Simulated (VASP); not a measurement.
Consider the following.

```cif
data_Ga4P4
_chemical_formula_sum 'Ga4 P4'
_space_group_name_H-M_alt 'F-43m'
_space_group_IT_number 216
_space_group_name_Hall 'F -4 2 3'
_cell_length_a 5.47693
_cell_length_b 5.47693
_cell_length_c 5.47693
_cell_angle_alpha 90.000
_cell_angle_beta 90.000
_cell_angle_gamma 90.000
loop_
_atom_site_label
_atom_site_type_symbol
_atom_site_symmetry_multiplicity
_atom_site_Wyckoff_symbol
_atom_site_fract_x
_atom_site_fract_y
_atom_site_fract_z
_atom_site_occupancy
Ga1 Ga 4 a 0.00000 0.00000 0.00000 1
P1 P 4 d 0.75000 0.75000 0.75000 1
```
(The calculation used a cell of 2 atoms; values per cell refer to that cell.)

The numbers are results of rev-vdW-DF2, VASP's PBE PAW potentials (set 64) (plane waves; VASP), not measurements. Numerical set-up: 520 eV cut-off, 8×8×8 Γ-centred mesh, Gaussian smearing of 0.050 eV, potentials Ga_d P.

Task: Give the energy at these volumes per atom, relative to the lowest: 19.30, 19.92, 20.53, 21.15, 21.76 Å³.

Result: 20.6, 4.9, 0.0, 4.3, 16.3 meV/atom. A third-order Birch-Murnaghan fit gives B0 = 79.3 GPa and B0′ = 4.5.

Measured: bulk modulus 89.6 GPa at 0 K (computed value off by -11.5 %), as given by Daniel Mejia-Rodriguez et al., Physical Review B (2018), arXiv:1807.09216 [0 K value with the zero-point phonon effect removed]; a 5.439 Å at 0 K (computed value off by +0.7 %), as given by Daniel Mejia-Rodriguez et al., Physical Review B (2018), arXiv:1807.09216 [static lattice: zero-point anharmonic expansion removed].

The compound is GaP in the zinc blende structure. It was relaxed first.
